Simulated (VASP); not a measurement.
An input for Ansatz (written as the equivalent of a VASP run, and not itself run):

Ansatz 0.2 input:
```yaml
crystal:
  lattice:
    - [0.0000000, 2.7050000, 2.7050000]
    - [2.7050000, 0.0000000, 2.7050000]
    - [2.7050000, 2.7050000, 0.0000000]
  atoms:
    - { symbol: Ce, position: [0.0000000, 0.0000000, 0.0000000] }
    - { symbol: O, position: [0.2500000, 0.2500000, 0.2500000] }
    - { symbol: O, position: [0.7500000, 0.7500000, 0.7500000] }
kpoints:
  mp_grid: { grid: [6, 6, 6] }
hamiltonian:
  xc: pbe
  pseudopotentials: { kind: paw }
scf:
  occupations: { method: gaussian, width: 0.05 }
  max_iter: 100
output: { forces: true, stress: true, eigenvalues: true }
```

**Question.** Write the VASP files for the same calculation (PBE).

**Answer.** This is not unique; one that fits is 
**KPOINTS**
```
Automatic mesh
0
Gamma
6 6 6
0 0 0
```

File POSCAR:
```
CeO2
1
    0.0000000000     2.7050000000     2.7050000000
    2.7050000000     0.0000000000     2.7050000000
    2.7050000000     2.7050000000     0.0000000000
Ce O
1 2
Direct
  0.0000000000   0.0000000000   0.0000000000
  0.2500000000   0.2500000000   0.2500000000
  0.7500000000   0.7500000000   0.7500000000
```

### INCAR
```
SYSTEM  =  CeO2
PREC  =  Accurate; ENCUT  =  520; LREAL  =  .FALSE.
LASPH  =  .TRUE.
EDIFF  =  1E-6; NELM  =  100; ALGO  =  Normal
LMAXMIX  =  6
ISMEAR  =  0; SIGMA  =  0.05
GGA  =  PE
ISIF  =  2
LWAVE  =  .FALSE.; LCHARG  =  .FALSE.
```

POTCAR, in this order: Ce O (PBE.64 set). Program: vasp_std.

What does not carry over: each code has its own PAW files, so the cut-off isn't converted (ENCUT is set for VASP's; basis.ecutwfc is left out, and Ansatz then takes the one that its files recommend); Ansatz stops its SCF on the density residual and VASP on the energy change (EDIFF).

The compound is CeO2 in the fluorite structure. The cell was not relaxed at this level.
